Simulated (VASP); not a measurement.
Input:

```yaml
crystal:
  lattice:
    - [0.00000, 1.78040, 1.78040]
    - [1.78040, 0.00000, 1.78040]
    - [1.78040, 1.78040, 0.00000]
  atoms:
    - { symbol: C, position: [0.00000, 0.00000, 0.00000] }
    - { symbol: C, position: [0.25000, 0.25000, 0.25000] }
```

Level of theory: r2SCAN+rVV10, VASP's PBE PAW potentials (set 64) (plane waves; VASP). Numerical set-up: 520 eV cut-off, 14×14×14 Γ-centred mesh, tetrahedra with Blöchl corrections, potentials C.

Question: What does the run give for the energy per atom (σ→0), band gap (over mesh and band path) with the smallest direct gap where there is one?

Answer: 
```
Property                                                Value
---------------------------------------------  --------------
band gap (over mesh and band path)                    4.30 eV
smallest direct gap (over mesh and band path)         5.84 eV
energy per atom (σ→0)                          -9.791 eV/atom
```

Only differences to runs with the same potentials and settings are physical.

The compound is C in the diamond structure. It was relaxed first.
